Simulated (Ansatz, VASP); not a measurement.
**GeF2: VASP beside Ansatz**

Wanted: the spread between two codes on one cell, functional and k mesh. The cell is generated by rule, not measured, and may not be a known phase. The cell is taken from a series of runs on this material, whose earlier steps may have relaxed, scaled, displaced or heated it; both programs get it as it stands.

Program: Ansatz 0.2.0. Level of theory: plane waves, with VASP 6.6.1 beside it; single point at PBEsol. Results are calculated unless marked as measured.

The structure was built from a prototype and need not be the compound's stable phase.

### Step 1. The structure

The cell holds 9 atoms: 3 Ge and 6 F. Its edges and angles: a = 3.538 Å, b = 4.809 Å, c = 9.359 Å, α = 90.0°, β = 79.1°, γ = 90.0°. It derives from GeF2.

### Step 2. Ansatz: single point, PBEsol, pair 1

Ansatz runs on its default PAW (the set named soft_2) files.

A single point gives forces, pressure and levels at one fixed geometry, so differences don't come from the geometry; what else differs is listed under the comparison.

input.yaml

```yaml
crystal:
  lattice:
    - [-3.5375511125, 0.0, 0.0]
    - [0.0, 0.0, -4.8089206362]
    - [-1.7687755562, -9.1908273919, 0.0]
  atoms:
    - { symbol: Ge, position: [0.3333331624, 0.0, 0.3333333333] }
    - { symbol: Ge, position: [0.0325489559, 0.0, 0.0] }
    - { symbol: Ge, position: [0.6341178817, 0.0, 0.6666666667] }
    - { symbol: F, position: [0.7775275992, 0.7981774154, 0.4444444444] }
    - { symbol: F, position: [0.3825046998, 0.7981774154, 0.1111111111] }
    - { symbol: F, position: [0.1733010253, 0.7981774154, 0.7777777778] }
    - { symbol: F, position: [0.284161639, 0.2018225846, 0.5555555556] }
    - { symbol: F, position: [0.8891397193, 0.2018225846, 0.2222222222] }
    - { symbol: F, position: [0.4933675553, 0.2018225846, 0.8888888889] }
kpoints:
  mp_grid: { grid: [8, 6, 8] }
hamiltonian:
  xc: pbesol
scf:
  occupations: { method: gaussian, width: 0.02 }
output:
  forces: true
  stress: true
  eigenvalues: true
```

On the command line:

```sh
$ ansatz run input.yaml --threads 4 --pin off --max-ram 7168MiB --backend cpu --events-out ev --progress --plain --runs-dir out
```

Numbers of over 12 decimals in the logs are rounded to 6 here.

Output:

```text
Warning: the atoms were moved onto the symmetric positions of the space group found under crystal.symmetry.tolerance 1.0e-5 (fractional; no operation is sought that the atoms, as they stand in a round, miss by more than twice it, and no atom is moved by as much as it), and the run uses the moved positions. Before a round's move an operation carried an atom to 5.01e-6 Å from where it should land, the largest such dist [...]
Engine: ansatz 0.2.0, x86_64-unknown-linux-gnu
Pseudopotentials: kind: paw
Pseudopotential: Ge, paw, valence charge 14, recommended cutoff 420 eV (normal), Ge.paw.azcp
Pseudopotential: F, paw, valence charge 7, recommended cutoff 420 eV (normal), F.paw.azcp
Functional definition: PBEsol
  exchange = pbesol_x
  correlation = pbesol_c
Crystal: 9 atoms, lattice volume = 156.353 Å³
Basis set: ecut = 420 eV, 3039 PW (Γ), exchange–correlation on 48×72×128 points (8 copies of the dense FFT grid, shifted against one another)
Bands: 51, of which v1, the nominal top of the filled ones, is band 42 counted from 1 (41 counted from 0)
Symmetry: 2 space group operations
Space group: P-1 (ITA 2), of the structure as read, at distance tolerance 5.4e-5 Å
k-points: 196 of 384
Non-local potential: Ge, projectors of the file, l = 0: 2, l = 1: 2, l = 2: 3, l = 3: 1
Non-local potential: F, projectors of the file, l = 0: 2, l = 1: 2, l = 2: 1
PAW form: soft (Blöchl's): semilocal exchange-correlation on the pseudo side does not see the compensation charge
PAW frozen core: Ge, regenerated for the run's functional, and the local potential with it (the file was generated under x = pbe(κ = 0.804, μ = 0.219515), c = pbe(β = 0.066725))
PAW frozen core: F, regenerated for the run's functional, and the local potential with it (the file was generated under x = pbe(κ = 0.804, μ = 0.219515), c = pbe(β = 0.066725))
PAW one-centre angular grid: Ge, 590 points (default); XC on 64 Gauss nodes
PAW one-centre angular grid: F, 110 points (default); XC on 64 Gauss nodes
Initial density: superposition of atomic densities (neutral atoms: chi_scale 0, normalization atom), corrected by the library's trained network
Initial wavefunctions: pseudopotential atomic-orbital guess
Functional: x = pbesol(κ = 0.804, μ = 0.123457), c = pbesol(β = 0.046)
SCF iter   1: F=—  HF=-17563.008618 eV  |F-HF|=—  |Δ(HF+E_count)|=         —  Δρ=9.47e-3  dr2=8.36e-2  ethr=1.77e-3  ⟨swp⟩=6.2  Hψ=36986  notcnv=0  defer=5
preconditioner: auto → Resta (q_TF=auto, 2.460 Å⁻¹)  ε∞=3.0  [insulator: Δε(μ)=2.141 eV  Ē_g=19.111 eV  σ=0.020 eV  W_gap=1.00  n_scr=44 (ndim 8)  ℏωp=27.2 eV  f_vac=0.275  D(μ)=0.00/eV (n_scr^D=0)  ε∞_Penn≈3.0]
SCF iter   2: F=—  HF=-17562.990014 eV  |F-HF|=—  |Δ(HF+E_count)|=   1.86e-2  Δρ=2.76e-3  dr2=6.55e-3  ethr=9.95e-5  ⟨swp⟩=2.1  Hψ=17495  notcnv=0  defer=594
SCF iter   3: F=—  HF=-17562.989225 eV  |F-HF|=—  |Δ(HF+E_count)|=   7.89e-4  Δρ=1.05e-3  dr2=9.31e-4  ethr=7.80e-6  ⟨swp⟩=2.0  Hψ=14601  notcnv=0  defer=202
automatic band count: iteration 3 solves 49 bands in place of 51: the levels show a gap, and the empty bands left out lie too high to hold charge; the band table lists the bands solved (type scf.n_extra_bands for more)
SCF iter   4: F=—  HF=-17562.990089 eV  |F-HF|=—  |Δ(HF+E_count)|=   8.63e-4  Δρ=2.43e-4  dr2=7.65e-5  ethr=1.11e-6  ⟨swp⟩=2.0  Hψ=14383  notcnv=0  defer=202
SCF iter   5: F=—  HF=-17562.990141 eV  |F-HF|=—  |Δ(HF+E_count)|=   5.24e-5  Δρ=1.07e-4  dr2=1.78e-5  ethr=9.11e-8  ⟨swp⟩=2.0  Hψ=17634  notcnv=0  defer=202
SCF iter   6: F=—  HF=-17562.990162 eV  |F-HF|=—  |Δ(HF+E_count)|=   2.08e-5  Δρ=6.35e-5  dr2=5.35e-6  ethr=2.12e-8  ⟨swp⟩=2.0  Hψ=13773  notcnv=0  defer=202
SCF iter   7: F=—  HF=-17562.990165 eV  |F-HF|=—  |Δ(HF+E_count)|=   3.75e-6  Δρ=1.13e-5  dr2=2.34e-7  ethr=6.37e-9  ⟨swp⟩=3.0  Hψ=17634  notcnv=0  defer=202
SCF iter   8: F=-17562.990166 eV  HF=-17562.990166 eV  |F-HF|=2.14e-8  |Δ(HF+E_count)|=   3.71e-7  Δρ=4.68e-6  dr2=2.97e-8  ethr=1.19e-10  ⟨swp⟩=8.2  Hψ=36167  notcnv=0
SCF 1 converged in 8 iterations: F = -17562.990166 eV  dr2 = 2.97e-8
  greatest PAW one-centre occupation: 0.999 electrons in one spin orbital (limit 2), on the Ge atom at site 2 (counted from 0), in its partial waves of l = 2
SCF converged after 8 iterations
Free energy (F): -17562.990166 eV
Harris-Foulkes:  -17562.990166 eV  (|F-HF|=2.14e-8)
Internal energy: -17562.990166 eV  (E = F + TS)
E sigma→0 (E₀):  -17562.990166 eV
Fermi energy:    3.902158 eV
--- Per-component energies (eV) ---
  E_band       = -921.011335
  E_kinetic    = 1558.282049
  E_local      = -12607.745224  (includes V_loc(G=0)·N_el)
  E_nonlocal   = 1681.593495
  E_hartree    = 5264.889861
  E_xc         = -693.279384
  E_vxc        = -796.942654  (∫ρ·V_xc dr)
  E_paw        = -7072.545376  (= ΣΔE_a)
  E_vpaw       = -1285.984820  (= ΣTr[D̂ρ^β])
  E_aug_tail   = 0.013687  (compensation charges beyond the density's cutoff)
  E_ewald      = -5697.207737
  E_core_change = 3.008464  (= ΣΔE_core)
  E_smearing   = -0.000000  (= −TS)
  E_closure    = -0.000000  (closes the sum)
  Σ components = -17562.990166   (vs F -17562.990166, Δ=0.00e0)
--- Forces (eV/Å), atoms counted from 1 ---
  atom   1  Ge     0.00000000     0.00000000     0.00000000
  atom   2  Ge    -0.41129489     0.04721826    -0.00101317
  atom   3  Ge     0.41129489    -0.04721826     0.00101317
  atom   4  F      0.00011326     0.10190395     0.04480059
  atom   5  F      0.19864901    -0.02045749     0.08513503
  atom   6  F     -0.23893008     0.20041677     0.24754358
  atom   7  F     -0.19864901     0.02045749    -0.08513503
  atom   8  F     -0.00011326    -0.10190395    -0.04480059
  atom   9  F      0.23893008    -0.20041677    -0.24754358
  max |Σ_I F_I| component: 2.78e-17 eV/Å
--- Stress (GPa, compression-positive) ---
        2.709237       0.056000      -0.065364
        0.055999       0.797578       0.518244
       -0.065364       0.518245       0.808856
  P = ⅓ Tr σ = 1.4386 GPa (14.386 kbar)
--- Band table (eV; the first three rows and the last of 196) ---
  k-point 0: bands = [... 38 lower, -0.1860, 0.2087, 1.9388, 2.1142, 5.7621, 6.7752, 7.1824, 7.7241, ... 3 higher]
  k-point 1: bands = [... 38 lower, -0.1861, 0.2811, 1.7987, 2.2107, 5.7973, 6.7539, 7.1354, 7.7027, ... 3 higher]
  k-point 2: bands = [... 38 lower, -0.1839, 0.4677, 1.5635, 2.3192, 5.8973, 6.7031, 6.9782, 7.7995, ... 3 higher]
  k-point 195: bands = [... 38 lower, -0.2827, 2.1816, 2.3352, 2.7424, 6.2964, 6.7684, 7.0437, 8.0686, ... 3 higher]
```

The run ends at a pressure of 1.44 GPa, with forces up to 0.41 eV/Å.

### Step 3. VASP: single point, PBEsol, pair 1

The same cell, functional, mesh and smearing now go to VASP, with its own data sets.

Lines of VASP's logs that name or quote its potential files are left out, and so is its time.

INCAR

```
SYSTEM = GeF2
PREC = Accurate
ENCUT = 600
EDIFF = 1E-06
NELM = 120
ISMEAR = 0
SIGMA = 0.02
LREAL = .FALSE.
ALGO = Normal
GGA = PS
NBANDS = 52
LORBIT = 11
LWAVE = .FALSE.
LCHARG = .FALSE.
ISIF = 2
LASPH = .TRUE.
GGA_COMPAT = .FALSE.
EFERMI = MIDGAP
KPAR = 2
```

POSCAR

```
GeF2
1.0
   -3.5375511125      0.0000000000      0.0000000000
    0.0000000000      0.0000000000     -4.8089206362
   -1.7687755562     -9.1908273919      0.0000000000
Ge F
3 6
Direct
    0.3333331624      0.0000000000      0.3333333333
    0.0325486995      0.0000000000      1.0000000000
    0.6341176253      0.0000000000      0.6666666667
    0.7775271024      0.7981774154      0.4444444444
    0.3825046928      0.7981774154      0.1111111111
    0.1732998974      0.7981774154      0.7777777778
    0.2841616320      0.2018225846      0.5555555556
    0.8891392225      0.2018225846      0.2222222222
    0.4933664274      0.2018225846      0.8888888889
```

KPOINTS

```
Automatic mesh
0
Gamma
8 6 8
0 0 0
```

PAW data sets: Ge_d and F (PBE family, release 64).

On the command line:

```sh
$ mpirun -np 2 vasp_std
```

Output:

```text
[banner, memory and clock lines left out]
running    2 mpi-ranks, on    1 nodes
 distrk:  each k-point on    1 cores,    2 groups
 distr:  one band on    1 cores,    1 groups

 POSCAR found type information on POSCAR GeF
 POSCAR found :  2 types and       9 ions
|                                                                             |
|               ----> ADVICE to this user running VASP <----                  |
|                                                                             |
|     You enforced a specific xc type in the INCAR file but a different       |
|     [... a line on the potential file left out ...]
|     I HOPE YOU KNOW WHAT YOU ARE DOING!                                     |
|                                                                             |

 LDA part: xc-table for (Slater+PW92), standard interpolation
 POSCAR, INCAR and KPOINTS ok, starting setup
 FFT: planning ... GRIDC
 FFT: planning ... GRID_SOFT
 FFT: planning ... GRID
 WAVECAR not read
 entering main loop
       N       E                     dE             d eps       ncg     rms          rms(c)
DAV:   1     0.132682065326E+04    0.13268E+04   -0.42927E+04 28032   0.385E+03
DAV:   2     0.245589717961E+03   -0.10812E+04   -0.10197E+04 22120   0.118E+03
DAV:   3    -0.202782158261E+02   -0.26587E+03   -0.25796E+03 22896   0.289E+02
DAV:   4    -0.464118612680E+02   -0.26134E+02   -0.25875E+02 23840   0.105E+02
DAV:   5    -0.472254459030E+02   -0.81358E+00   -0.81093E+00 22812   0.191E+01    0.115E+01
DAV:   6    -0.432125151846E+02    0.40129E+01   -0.13559E+01 28812   0.390E+01    0.432E+00
DAV:   7    -0.432276646385E+02   -0.15149E-01   -0.14712E+00 22208   0.651E+00    0.264E+00
DAV:   8    -0.431982924220E+02    0.29372E-01   -0.24282E-01 26476   0.500E+00    0.598E-01
DAV:   9    -0.431972384800E+02    0.10539E-02   -0.43054E-02 29824   0.280E+00    0.162E-01
DAV:  10    -0.431999424775E+02   -0.27040E-02   -0.85312E-03 21316   0.595E-01    0.588E-02
DAV:  11    -0.432002261090E+02   -0.28363E-03   -0.50038E-04 23908   0.167E-01    0.281E-02
DAV:  12    -0.432002780085E+02   -0.51900E-04   -0.11596E-04 25016   0.111E-01    0.186E-02
DAV:  13    -0.432002800280E+02   -0.20195E-05   -0.13442E-05 29256   0.378E-02    0.876E-03
DAV:  14    -0.432002833740E+02   -0.33461E-05   -0.81856E-06 20228   0.234E-02    0.239E-03
DAV:  15    -0.432002836645E+02   -0.29044E-06   -0.13310E-06 17072   0.985E-03
   1 F= -.43200284E+02 E0= -.43200284E+02  d E =0.000000E+00
```

OUTCAR, selected parts (step 3):

```text
ion  position               nearest neighbor table
   1  0.333  0.000  0.333-   8 2.26   4 2.26   4 2.26   8 2.26   5 2.27   7 2.27
   2  0.033  0.000  0.000-   9 2.01   5 2.01   6 2.26   8 2.26
   3  0.634  0.000  0.667-   6 2.01   7 2.01   9 2.26   4 2.26
   4  0.778  0.798  0.444-   1 2.26   1 2.26   3 2.26
   5  0.383  0.798  0.111-   2 2.01   1 2.27
   6  0.173  0.798  0.778-   3 2.01   2 2.26
   7  0.284  0.202  0.556-   3 2.01   1 2.27
   8  0.889  0.202  0.222-   1 2.26   1 2.26   2 2.26
   9  0.493  0.202  0.889-   2 2.01   3 2.26

  LATTYP: Found a base centered orthorhombic cell.
 ALAT       =     3.5375511125
 B/A-ratio  =     5.1961524227
 C/A-ratio  =     1.3593925524

 Subroutine GETGRP returns: Found  2 space group operations
 (whereof  1 operations were pure point group operations)

The static configuration has the point symmetry C_1 .
 The point group associated with its full space group is S_2 .

 Found    196 irreducible k-points:

   k-points           NKPTS =    196   k-points in BZ     NKDIM =    196   number of bands    NBANDS=     52

   dimension x,y,z NGX =    28 NGY =   40 NGZ =   80
   dimension x,y,z NGXF=    56 NGYF=   80 NGZF=  160

   ENCUT  =  600.0 eV  44.10 Ry    6.64 a.u.   7.07  9.60 18.69*2*pi/ulx,y,z

   NELECT =      84.0000    total number of electrons

 k-points in reciprocal lattice and weights: Automatic mesh
   0.00000000  0.00000000  0.00000000       0.003
   0.12500000  0.00000000  0.00000000       0.005
   0.12500000  0.00000000  0.12500000       0.005
   0.25000000  0.00000000  0.00000000       0.005
   0.25000000  0.00000000  0.25000000       0.005
   0.37500000  0.00000000  0.00000000       0.005
   0.37500000  0.00000000  0.37500000       0.005
   0.50000000  0.00000000  0.00000000       0.003
   0.50000000  0.00000000  0.50000000       0.003
[...]
0.00000000  0.33333333  0.50000000       0.005
   0.00000000  0.50000000  0.50000000       0.003

 average (electrostatic) potential at core
       1 -78.1930       2 -77.8335       3 -77.8335       4 -78.2449       5 -78.4675
       6 -78.3726       7 -78.4675       8 -78.2449       9 -78.3726

 E-fermi :   1.3656

 k-point     1 :       0.0000    0.0000    0.0000
  band No.  band energies     occupation
    ...
     38      -2.8133      2.00000
     39      -2.7189      2.00000
     40      -2.3338      2.00000
     41      -0.5987      2.00000
     42      -0.4219      2.00000
     43       3.2183      0.00000
     44       4.2284      0.00000
     45       4.6358      0.00000
     46       5.1821      0.00000
     47       5.4493      0.00000
    ...

 k-point     2 :       0.1250    0.0000    0.0000
  band No.  band energies     occupation
    ...
     38      -2.7923      2.00000
     39      -2.7105      2.00000
     40      -1.9178      2.00000
     41      -0.5103      2.00000
     42      -0.2784      2.00000
     43       3.4488      0.00000
     44       4.4930      0.00000
     45       4.9025      0.00000
     46       5.0727      0.00000
     47       5.3605      0.00000
    ...

 k-point     3 :       0.1250    0.0000    0.1250
  band No.  band energies     occupation
    ...
     38      -2.7953      2.00000
     39      -2.7092      2.00000
     40      -1.9164      2.00000
     41      -0.5289      2.00000
     42      -0.2618      2.00000
     43       3.4462      0.00000
     44       4.5124      0.00000
     45       4.8706      0.00000
     46       5.0613      0.00000
     47       5.3962      0.00000
    ...

  Total        2.6262387      0.7565000      0.5913047      0.0530218      0.4483429     -0.0611143
  in kB       26.9116192      7.7520147      6.0592240      0.5433253      4.5942643     -0.6262515
  external PRESSURE =      13.5742860 kB  Pullay stress =       0.0000000 kB

  energy-cutoff  :      600.00
  volume of cell :      156.35
      direct lattice vectors                 reciprocal lattice vectors
    -3.537551113  0.000000000  0.000000000    -0.282681428  0.054402066  0.000000000
     0.000000000  0.000000000 -4.808920636     0.000000000  0.000000000 -0.207946871
    -1.768775556 -9.190827392  0.000000000     0.000000000 -0.108804132  0.000000000

 POSITION                                       TOTAL-FORCE (eV/Angst)
 -----------------------------------------------------------------------------------
     -1.76877     -3.06361      0.00000        -0.000000     -0.000000      0.000000
     -0.11514      0.00000      0.00000        -0.335630      0.046078     -0.000055
     -3.42241     -6.12722      0.00000         0.335630     -0.046078      0.000055
     -3.53666     -4.08481     -3.83837        -0.001769      0.101929      0.055760
     -1.54966     -1.02120     -3.83837         0.164976     -0.035891      0.107354
     -1.98877     -7.14842     -3.83837        -0.202309      0.184330      0.270284
     -1.98789     -5.10602     -0.97055        -0.164976      0.035891     -0.107354
     -3.53844     -2.04241     -0.97055         0.001769     -0.101929     -0.055760
     -3.31755     -8.16962     -0.97055         0.202309     -0.184330     -0.270284
 -----------------------------------------------------------------------------------
    total drift:                                0.000023     -0.000008      0.000084

  FREE ENERGIE OF THE ION-ELECTRON SYSTEM (eV)
  ---------------------------------------------------
  free  energy   TOTEN  =       -43.2002836645 eV

  energy  without entropy=      -43.2002836645  energy(sigma->0) =      -43.20028366

 total charge
# of ion       s       p       d       tot
------------------------------------------
    1        1.467   0.410  10.049  11.926
    2        1.433   0.508  10.075  12.016
    3        1.433   0.508  10.075  12.016
    4        1.740   4.298   0.000   6.038
    5        1.741   4.310   0.000   6.050
    6        1.741   4.312   0.000   6.053
    7        1.741   4.310   0.000   6.050
    8        1.740   4.298   0.000   6.038
    9        1.741   4.312   0.000   6.053
--------------------------------------------------
tot         14.777  27.265  30.198  72.241

[... 3 further parts left out ...]
```

The run ends at a pressure of 1.36 GPa, with forces up to 0.38 eV/Å.

### Step 4. Comparison

Known differences besides the potentials themselves: the cutoff is 420 eV in Ansatz and 600 eV in VASP; Ansatz makes its cores anew for this functional, VASP keeps those of its PBE data sets. Total energies have different zeros and are not compared.

Both answers:

| quantity | Ansatz | VASP | difference |
| --- | --- | --- | --- |
| pressure (GPa) | 1.44 | 1.36 | +0.08 |
| gap on the k mesh (eV) | 2.200 | 2.193 | +0.006 |

Forces (eV/Å; atoms numbered as in POSCAR):

| atom | Ansatz x, y, z | VASP x, y, z |
| --- | --- | --- |
| Ge1 | 0.000, 0.000, 0.000 | 0.000, 0.000, 0.000 |
| Ge2 | -0.411, 0.047, -0.001 | -0.336, 0.046, 0.000 |
| Ge3 | 0.411, -0.047, 0.001 | 0.336, -0.046, 0.000 |
| F4 | 0.000, 0.102, 0.045 | -0.002, 0.102, 0.056 |
| F5 | 0.199, -0.020, 0.085 | 0.165, -0.036, 0.107 |
| F6 | -0.239, 0.200, 0.248 | -0.202, 0.184, 0.270 |
| F7 | -0.199, 0.020, -0.085 | -0.165, 0.036, -0.107 |
| F8 | 0.000, -0.102, -0.045 | 0.002, -0.102, -0.056 |
| F9 | 0.239, -0.200, -0.248 | 0.202, -0.184, -0.270 |

The forces differ by 27 meV/Å r.m.s., which is 17.6 % of the r.m.s. force of 0.153 eV/Å (both taken over all components). A gap on the mesh is an upper bound, since the band edges may lie between its points.

(Part 1 of 2 ends here.)

[Lines on the potential files, build, host, timing and source positions are cut from VASP's logs without a mark.]

[Logs are printed without paths, hosts, clocks, repeated set-up lines and the standing remarks that a program may print on its own settings, such as how far it seeks lower states.]

[Hosts, paths, dates, database ids (printed as entryN), source tags and the programs' standing remarks are cut or masked in the printed files.]
